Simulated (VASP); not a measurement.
Level of theory: PBEsol GGA, VASP's PBE PAW potentials (set 64) (plane waves; VASP).

The input files of a VASP run:

**POSCAR**
```
Nb3TiC4
4.4154230
  0.9999999168   0.0000000000   0.0000000000
  0.0000000000   0.9999999168   0.0000000000
  0.0000000000   0.0000000000   0.9999999168
Ti C Nb
1 4 3
Cartesian
  0.0000000000   0.0000000000   0.0000000000
  0.4999999584   0.4999999584   0.4999999584
  0.0000000000   0.0000000000   0.4999999584
  0.0000000000   0.4999999584   0.0000000000
  0.4999999584   0.0000000000   0.0000000000
  0.4999999584   0.4999999584   0.0000000000
  0.4999999584   0.0000000000   0.4999999584
  0.0000000000   0.4999999584   0.4999999584
```

### INCAR
```
ALGO = Normal
EDIFF = 1E-7
ENCUT = 520
GGA = PS
ISIF = 2
ISMEAR = -5
LASPH = .True.
LCHARG = .True.
LMAXMIX = 4
LORBIT = 11
LREAL = .False.
LWAVE = .False.
NEDOS = 601
NELM = 100
PREC = Accurate
SYSTEM = Nb3TiC4
```

**KPOINTS**
```
K-points
0
gamma
  9 9 9
0 0 0
```

POTCAR, in this order: Ti_sv C Nb_sv (PBE.64 set). Program: vasp_std.

Task: What does the run give for the energy per atom (σ→0), band gap (on the k-mesh)?

Result: 
```
Quantity                                                     Value
------------------------  ----------------------------------------
energy per atom (σ→0)                              -10.694 eV/atom
band gap (on the k-mesh)  none (metal, semimetal or under 0.01 eV)
```

File OSZICAR:
```
...
DAV:  15    -0.855497486966E+02   -0.97164E-05   -0.13097E-04  3912   0.768E-02    0.926E-03
DAV:  16    -0.855497493169E+02   -0.62025E-06   -0.24808E-05  4464   0.248E-02    0.589E-03
DAV:  17    -0.855497500459E+02   -0.72898E-06   -0.14933E-06  3824   0.752E-03    0.549E-03
DAV:  18    -0.855497483364E+02    0.17095E-05   -0.16412E-06  3328   0.582E-03    0.156E-03
DAV:  19    -0.855497478712E+02    0.46514E-06   -0.10395E-07  2216   0.255E-03    0.121E-03
DAV:  20    -0.855497470652E+02    0.80606E-06   -0.15638E-07  2456   0.280E-03    0.485E-04
DAV:  21    -0.855497470153E+02    0.49905E-07   -0.40102E-08  2176   0.181E-03
   1 F= -.85549747E+02 E0= -.85549747E+02  d E =0.000000E+00
```

The structure was generated: Nb3TiC4 was put into an ordered model structure (Pm-3m), which need not be its known phase. It was relaxed first. The electron count is odd and the run is not spin-polarised, which forces a metal.
